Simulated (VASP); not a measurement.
All values below come from PBEsol GGA, VASP's PBE PAW potentials (set 64) (plane waves; VASP 6.6.1).

VASP input:

**INCAR**
```
SYSTEM = HgTe
PREC = Accurate
ENCUT = 500
EDIFF = 1E-6
NELM = 100
ALGO = Normal
LREAL = .FALSE.
LASPH = .TRUE.
ISMEAR = 1
SIGMA = 0.1
GGA = PS
LMAXMIX = 6
LWAVE = .FALSE.
LCHARG = .FALSE.
IBRION = 2
ISIF = 3
NSW = 40
EDIFFG = -0.02
PSTRESS = 50
```

### KPOINTS
```
Automatic mesh
0
Gamma
9 9 4
0 0 0
```

**POSCAR**
```
HgTe
1
    4.1695397887     0.0000000000     0.0000000000
   -2.0847698943     3.6109275036     0.0000000000
    0.0000000000     0.0000000000     7.3263144170
Hg Te
2 2
Direct
  0.0000000000   0.0000000000   0.0000000000
  0.0000000000   0.0000000000   0.5000000000
  0.3333330000   0.6666670000   0.2500000000
  0.6666670000   0.3333330000   0.7500000000
```

POTCAR, in this order: Hg Te (PBE.64 set). Program: vasp_std.

Energy and stress use the plane-wave basis of the starting cell. Unless said otherwise, spin-orbit coupling is left out, though it shifts the bands of the heavy elements here.

**Question.** Predict the energy per atom (σ→0), volume per atom, band gap (on the k-mesh).

**Answer.** 
The energy per atom (σ→0) is -194.2 kJ/mol of atoms. The band gap (on the k-mesh) comes out as none (metal, semimetal or under 0.01 eV) and the volume per atom comes out as 25.58 Å³/atom.

**OSZICAR**
```
...
DAV:   1    -0.806882872815E+01   -0.15674E-01   -0.12814E+00  1704   0.807E+00    0.746E-01
DAV:   2    -0.805551663716E+01    0.13312E-01   -0.13512E-02  1692   0.127E+00    0.396E-01
DAV:   3    -0.804997687174E+01    0.55398E-02   -0.75170E-03  1734   0.725E-01    0.147E-01
DAV:   4    -0.804976723152E+01    0.20964E-03   -0.11760E-03  1782   0.309E-01    0.703E-02
DAV:   5    -0.804976242064E+01    0.48109E-05   -0.74692E-05  1712   0.905E-02    0.371E-02
DAV:   6    -0.804976191268E+01    0.50796E-06   -0.14717E-05  1668   0.421E-02    0.760E-03
DAV:   7    -0.804976189088E+01    0.21796E-07   -0.91199E-07   828   0.803E-03
   6 F= -.48563819E+01 E0= -.48557360E+01  d E =-.344063E-02
```

The structure was generated: HgTe was put into the NiAs type type (P6_3/mmc), which need not be its known phase. This run relaxes it under an external pressure of 5 GPa. Symmetry was kept, so distortions that lower it aren't found.
